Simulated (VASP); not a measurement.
Data:

```
VSe
1.0
    0.00000     2.79610     2.79610
    2.79610     0.00000     2.79610
    2.79610     2.79610     0.00000
V Se
1 1
Direct
  0.00000   0.00000   0.00000
  0.25000   0.25000   0.25000
```
Starting moments (μB, in the order of the record's atoms V Se): -2.1 0.1.

Method: PBEsol GGA, VASP's PBE PAW potentials (set 64) (plane waves; VASP). Numerical set-up: 400 eV cut-off, 13×13×13 Γ-centred mesh, tetrahedra with Blöchl corrections, potentials V_sv Se.

Q: What does the run give for the cell moment, energy per atom (σ→0), band gap (on the k-mesh) with the smallest direct gap where there is one?

A: 
- band gap (on the k-mesh): none (metal, semimetal or under 0.01 eV)
- cell moment: -2.40 μB
- energy per atom (σ→0): -6956 meV/atom

Q: Give the moment on each site (PAW-sphere projection).

A: 
```tsv
site	moment (μB)
V1	-2.14
Se2	0.07
```

Total energies compare only between runs with the same potentials, cut-off and functional.

The structure was generated: VSe was put into the zinc blende type (F-43m), which need not be its known phase. It was relaxed first, which changed the volume by -30 %.
